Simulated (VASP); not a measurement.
# MnCuAs: structure and properties in VASP, part 5 of 9

Wanted: the relaxed cell of MnCuAs and its properties. The start is a computed cell from the Materials Project.

VASP 6.6.1, plane waves and PAW; the level of theory is named at each step.

Still holding for the runs below: The magnetic order is the lowest of the few collinear ones that converged above; longer or canted patterns were not tried. The k-mesh is coarse for a metal.

So far. Step 8 (Relaxing cell and atoms (PBE)): It ends with a largest force of 0.009 eV/Å and a pressure of 0.01 GPa. Step 9 (Second relaxation): It ends with a largest force of 0.006 eV/Å and a pressure of 0.01 GPa. The volume moved by only 0.05 %, so the volume is settled. The relaxed cell has a = 3.670, c = 6.412 Å (conventional setting).

## (10) Density, ELF and potential (PBE)

Level of this step: PBE, spin-polarised from an antiferromagnetic start; plane waves and PAW (Mn_pv, Cu, As) (VASP).

The relaxed cell gets a fresh self-consistent run, on a basis set for its own volume, to fix the density and to check the remaining stress.

Input file INCAR:

```
SYSTEM = MnCuAs
PREC = Accurate
ENCUT = 400
EDIFF = 1E-06
NELM = 100
ISMEAR = 1
SIGMA = 0.2
LREAL = .FALSE.
ALGO = Normal
GGA = PE
NBANDS = 38
ISPIN = 2
MAGMOM = 3.47 -3.47 0 -0 0.01 -0.01
LASPH = .TRUE.
LMAXMIX = 4
LORBIT = 11
LWAVE = .FALSE.
LCHARG = .TRUE.
ISIF = 2
LELF = .TRUE.
LVHAR = .TRUE.
```

Input file POSCAR:

```
MnCuAs
1.0
    3.6699914250      0.0000000000      0.0000000000
    0.0000000000      3.6699914250      0.0000000000
    0.0000000000      0.0000000000      6.4115558366
Mn Cu As
2 2 2
Direct
    0.0000000000      0.5000000000      0.1504297854
    0.5000000000      0.0000000000      0.8495702146
    0.0000000000      0.0000000000      0.5000000000
    0.5000000000      0.5000000000      0.5000000000
    0.0000000000      0.5000000000      0.7737907968
    0.5000000000      0.0000000000      0.2262092032
```

Input file KPOINTS:

```
Automatic mesh
0
Gamma
5 5 3
0 0 0
```

The projector-augmented-wave data sets are Mn_pv, Cu and As (PBE family, release 64).

Launch:

```console
$ mpirun -np 8 vasp_std
```

What it wrote:

```text
[banner, memory and clock lines left out]
running    8 mpi-ranks, on    1 nodes
 distrk:  each k-point on    8 cores,    1 groups
 distr:  one band on    1 cores,    8 groups

 POSCAR found type information on POSCAR MnCuAs
 POSCAR found :  3 types and       6 ions
 [... a notice as in an earlier step ...]

 LDA part: xc-table for (Slater+PW92), standard interpolation
|                                                                             |
|           W    W    AA    RRRRR   N    N  II  N    N   GGGG   !!!           |
|           W    W   A  A   R    R  NN   N  II  NN   N  G    G  !!!           |
|           W    W  A    A  R    R  N N  N  II  N N  N  G       !!!           |
|           W WW W  AAAAAA  RRRRR   N  N N  II  N  N N  G  GGG   !            |
|           WW  WW  A    A  R   R   N   NN  II  N   NN  G    G                |
|           W    W  A    A  R    R  N    N  II  N    N   GGGG   !!!           |
|                                                                             |
|     The number of bands has been changed from the values supplied in        |
|     The orbitals not found in the WAVECAR file will be initialized with     |
|     random numbers, which is usually adequate. For correlated               |
|     calculations, however, you should redo the groundstate calculation.     |
|     I found NBANDS = 38. Now, NBANDS = 40.                                  |
|                                                                             |

 POSCAR, INCAR and KPOINTS ok, starting setup
 FFT: planning ... GRIDC
 FFT: planning ... GRID_SOFT
 FFT: planning ... GRID
 WAVECAR not read
 entering main loop
       N       E                     dE             d eps       ncg     rms          rms(c)
DAV:   1     0.509491542216E+03    0.50949E+03   -0.25151E+04  2120   0.161E+03
DAV:   2     0.556664499663E+01   -0.50392E+03   -0.48334E+03  1928   0.418E+02
DAV:   3    -0.373801896978E+02   -0.42947E+02   -0.40237E+02  2192   0.142E+02
DAV:   4    -0.392278738103E+02   -0.18477E+01   -0.18332E+01  2632   0.300E+01
DAV:   5    -0.392842422236E+02   -0.56368E-01   -0.56352E-01  2352   0.531E+00    0.185E+01
DAV:   6    -0.374089100003E+02    0.18753E+01   -0.48377E+01  2576   0.116E+02    0.139E+01
DAV:   7    -0.352385653779E+02    0.21703E+01   -0.10531E+01  2368   0.559E+01    0.487E+00
DAV:   8    -0.353106324329E+02   -0.72067E-01   -0.12016E+00  3056   0.179E+01    0.400E+00
DAV:   9    -0.352773236506E+02    0.33309E-01   -0.44302E-01  2936   0.141E+01    0.175E+00
DAV:  10    -0.352522624781E+02    0.25061E-01   -0.77649E-02  2864   0.533E+00    0.613E-01
DAV:  11    -0.352523421233E+02   -0.79645E-04   -0.15226E-02  2984   0.230E+00    0.203E-01
DAV:  12    -0.352526088516E+02   -0.26673E-03   -0.24539E-03  2904   0.387E-01    0.813E-02
DAV:  13    -0.352526282702E+02   -0.19419E-04   -0.18980E-04  2904   0.180E-01    0.487E-02
DAV:  14    -0.352526282259E+02    0.44366E-07   -0.24519E-05  3200   0.101E-01    0.132E-02
DAV:  15    -0.352526287775E+02   -0.55167E-06   -0.38352E-06  2024   0.164E-02
   1 F= -.35252629E+02 E0= -.35253983E+02  d E =0.406158E-02  mag=    -0.0000
```

Wall time 18 s (8 MPI ranks of Intel Xeon Platinum 8488C (Sapphire Rapids), shared host); peak memory 0.95 GiB.

From OUTCAR (step 10):

```text
   k-points           NKPTS =     12   k-points in BZ     NKDIM =     12   number of bands    NBANDS=     40

   ENCUT  =  400.0 eV  29.40 Ry    5.42 a.u.   5.98  5.98 10.46*2*pi/ulx,y,z

   NELECT =      58.0000    total number of electrons

 E-fermi :   8.2975

 spin component 1
 k-point     1 :       0.0000    0.0000    0.0000
  band No.  band energies     occupation
    ...
     26       6.0379      1.00000
     27       6.9264      1.00000
     28       7.5948      1.00000
     29       7.8838      1.00637
     30       7.8838      1.00637
     31       8.5265     -0.03436
     32       9.1475     -0.00000
     33       9.8006     -0.00000
     34       9.8006     -0.00000
     35      10.6948     -0.00000
    ...

 k-point     2 :       0.2000    0.0000    0.0000
  band No.  band energies     occupation
    ...
     26       6.2972      1.00000
     27       6.4956      1.00000
     28       7.3445      1.00000
     29       8.1462      0.97814
     30       8.2598      0.65651
     31       8.7343     -0.00422
     32       8.8155     -0.00077
     33       9.8261     -0.00000
     34      10.3134     -0.00000
     35      11.0465     -0.00000
    ...

  Total        0.0161137      0.0161137      0.0575700      0.0000000      0.0000000      0.0000000
  in kB        0.2989586      0.2989586      1.0681026      0.0000000      0.0000000      0.0000000
  external PRESSURE =       0.5553399 kB  Pullay stress =       0.0000000 kB

 POSITION                                       TOTAL-FORCE (eV/Angst)
 -----------------------------------------------------------------------------------
      0.00000      1.83500      0.96449         0.000000      0.000000     -0.001543
      1.83500      0.00000      5.44707         0.000000      0.000000      0.001543
      0.00000      0.00000      3.20578         0.000000      0.000000      0.000000
      1.83500      1.83500      3.20578         0.000000     -0.000000      0.000000
      0.00000      1.83500      4.96120         0.000000     -0.000000      0.006925
      1.83500      0.00000      1.45035         0.000000      0.000000     -0.006925
 -----------------------------------------------------------------------------------
    total drift:                                0.000000      0.000000      0.000000

  FREE ENERGIE OF THE ION-ELECTRON SYSTEM (eV)
  ---------------------------------------------------
  free  energy   TOTEN  =       -35.2526287775 eV

  energy  without entropy=      -35.2566903567  energy(sigma->0) =      -35.25398264

 magnetization (x)
# of ion       s       p       d       tot
------------------------------------------
    1        0.035   0.039   3.302   3.375
    2       -0.035  -0.039  -3.302  -3.375
    3        0.000   0.000   0.000   0.000
    4        0.000   0.000   0.000   0.000
    5       -0.010   0.024  -0.003   0.010
    6        0.010  -0.024   0.003  -0.010
--------------------------------------------------
tot          0.000   0.000   0.000   0.000

[... 4 parts as in an earlier step ...]

[... 11 further parts left out ...]
```

With spin, VASP writes an ELF for each channel.

This step gave:

| Item | Value |
| --- | --- |
| electronic steps | 15 |
| bands | 40 |
| Fermi energy | 8.297 eV |
| pressure | 0.05553 GPa |

Valence electrons inside each PAW sphere by angular momentum. Sphere charges, by row:

| atom | s (e) | p (e) | d (e) | tot (e) |
| --- | --- | --- | --- | --- |
| Mn1 | 0.241 | 6.211 | 5.093 | 11.55 |
| Mn2 | 0.241 | 6.211 | 5.093 | 11.55 |
| Cu3 | 0.392 | 0.403 | 9.207 | 10 |
| Cu4 | 0.392 | 0.403 | 9.207 | 10 |
| As5 | 1.198 | 1.558 | 0.076 | 2.832 |
| As6 | 1.198 | 1.558 | 0.076 | 2.832 |

Spin density in the ac plane at fractional y = 0.000, with atoms of Mn and Cu and As within 0.2 Å of it.

Ten even steps from '0' (-5.0 e/Å³) to '9' (0.0 e/Å³), each cell a mean:
```
99999999999999
99999866789999
99999621379999
99998610279999
99999743589999
99999988899999
99999999999999
99999999999999
99999999999999
99999999999999
99999999999999
99999999999999
99999999999999
99999999999999
99999999999999
99999999999999
99999999999999
99999999999999
99999999999999
99999999999999
99999999999999
99999999999999
99999999999999
99999999999999
```
Columns run along a (3.7 Å), rows up along c (6.4 Å). Atoms in or near the plane, at fractional coordinates: Mn at (0.50, 0.85), Cu at (0.00, 0.50), As at (0.50, 0.23).

ELF of up spins in the ac plane at fractional y = 0.000, with atoms of Mn and Cu and As within 0.2 Å of it. It is the smooth field of the valence electrons, not physical close to the nuclei.

Values, 24 rows by 14 columns, each cell a mean:
```
0.12 0.12 0.13 0.12 0.13 0.19 0.26 0.28 0.24 0.16 0.12 0.13 0.13 0.12
0.13 0.12 0.12 0.11 0.16 0.25 0.25 0.22 0.26 0.23 0.14 0.10 0.12 0.12
0.14 0.13 0.12 0.12 0.22 0.25 0.08 0.03 0.13 0.27 0.19 0.11 0.12 0.14
0.16 0.15 0.12 0.13 0.23 0.24 0.04 0.01 0.09 0.26 0.21 0.11 0.13 0.15
0.18 0.17 0.14 0.12 0.19 0.26 0.16 0.11 0.20 0.26 0.17 0.12 0.15 0.17
0.20 0.19 0.17 0.13 0.14 0.22 0.28 0.29 0.27 0.19 0.13 0.14 0.18 0.20
0.20 0.21 0.21 0.18 0.14 0.15 0.19 0.21 0.18 0.14 0.14 0.19 0.21 0.20
0.17 0.18 0.20 0.22 0.20 0.16 0.15 0.15 0.15 0.17 0.21 0.22 0.20 0.18
0.17 0.18 0.19 0.20 0.23 0.23 0.21 0.20 0.21 0.23 0.23 0.19 0.19 0.18
0.08 0.11 0.17 0.19 0.20 0.22 0.21 0.21 0.21 0.22 0.20 0.19 0.16 0.10
0.01 0.03 0.11 0.19 0.18 0.20 0.20 0.19 0.20 0.20 0.18 0.18 0.08 0.02
0.01 0.01 0.07 0.18 0.18 0.20 0.20 0.20 0.21 0.19 0.18 0.16 0.04 0.00
0.00 0.01 0.09 0.18 0.19 0.25 0.27 0.28 0.27 0.23 0.18 0.17 0.06 0.01
0.05 0.08 0.15 0.20 0.27 0.40 0.46 0.48 0.45 0.37 0.24 0.19 0.14 0.07
0.15 0.17 0.20 0.28 0.46 0.61 0.65 0.66 0.64 0.58 0.42 0.24 0.19 0.17
0.17 0.18 0.25 0.47 0.65 0.73 0.73 0.72 0.73 0.72 0.63 0.39 0.23 0.18
0.20 0.26 0.42 0.66 0.76 0.74 0.65 0.61 0.68 0.76 0.75 0.59 0.37 0.24
0.21 0.29 0.50 0.71 0.77 0.70 0.53 0.45 0.58 0.74 0.77 0.66 0.44 0.26
0.19 0.29 0.52 0.73 0.78 0.70 0.51 0.43 0.57 0.73 0.78 0.68 0.46 0.26
0.17 0.26 0.48 0.71 0.78 0.76 0.67 0.63 0.70 0.78 0.78 0.65 0.42 0.23
0.15 0.23 0.42 0.66 0.77 0.80 0.79 0.79 0.80 0.80 0.75 0.59 0.37 0.20
0.13 0.19 0.33 0.54 0.67 0.75 0.79 0.80 0.78 0.74 0.65 0.47 0.29 0.17
0.12 0.16 0.24 0.37 0.47 0.54 0.58 0.59 0.57 0.53 0.45 0.33 0.22 0.15
0.12 0.14 0.18 0.22 0.24 0.25 0.27 0.28 0.26 0.24 0.24 0.21 0.17 0.13
```
Columns run along a (3.7 Å), rows up along c (6.4 Å). Atoms in or near the plane, at fractional coordinates: Mn at (0.50, 0.85), Cu at (0.00, 0.50), As at (0.50, 0.23).

Valence density in the ac plane at fractional y = 0.000, with atoms of Mn and Cu and As within 0.2 Å of it. It is the smooth field of the valence electrons, not physical close to the nuclei.

Ten steps, logarithmic in the rise over the least value, from '_' (0 e/Å³) to '@' (16 e/Å³), each cell a mean:
```
::::::::--==++++++--::::::::
::::::::--**##%%##++--::::::
::::::--==##@@@@@@##==::::::
::::::--++%%@@@@@@##==::::::
::::::--==##%%@@%%**==::::::
::::::::--==**##**==--::::::
::::::::::----==----::::::::
::::::::::::::::::::::::::::
==----::::::::::::::::::----
****==--::::::::::::::--==**
@@%%**--::::::::::::--==**%%
@@@@##==--::::::::::--++##@@
@@%%**----::::::::::--==##@@
##**++----::::::::::----++##
====----------------------==
----------------------------
::::::------------------::::
::::::------::..::------::::
::::::------..__::------::::
::::::--------::--------::::
::::::----------------::::::
::::::::--------------::::::
::::::::::----------::::::::
::::::::::----------::::::::
```
Columns run along a (3.7 Å), rows up along c (6.4 Å). Atoms in or near the plane, at fractional coordinates: Mn at (0.50, 0.85), Cu at (0.00, 0.50), As at (0.50, 0.23).

In this run the pressure is 0.06 GPa, small enough to go on.

[end of part 5 of 9]

[Lines on the potential files, build, host, timing and source positions are cut from VASP's logs without a mark.]

[Logs are printed without paths, hosts, clocks, repeated set-up lines and the standing remarks that a program may print on its own settings, such as how far it seeks lower states.]

[Hosts, paths, dates, database ids (printed as entryN), source tags and the programs' standing remarks are cut or masked in the printed files.]

[A measured line is paired with the nearest computed mode of its activity, which favours agreement.]
